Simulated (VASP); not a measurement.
Given:

```
CELL_PARAMETERS angstrom
      5.09705     0.00000     0.00000
     -2.54853     4.41418     0.00000
      0.00000     0.00000     8.25103
ATOMIC_POSITIONS crystal
  Tl 0.33333 0.66667 0.99962
  Tl 0.66667 0.33333 0.49962
  Cl 0.33333 0.66667 0.37538
  Cl 0.66667 0.33333 0.87538
```

Level of theory: PBE GGA, VASP's PBE PAW potentials (set 64) (plane waves; VASP 6.6.1). Settings: 400 eV cut-off, 6×6×3 Γ-centred mesh, tetrahedra with Blöchl corrections, potentials Tl_d Cl.

Task: Estimate the energy per atom (σ→0).

Result: 
energy per atom (σ→0): -2.996 eV/atom

The absolute energy has meaning only against runs of the same code, potentials and settings.

The structure was generated: TlCl was put into the wurtzite type (P6_3mc), which need not be its known phase. It was relaxed first, which changed the volume by +100 %.
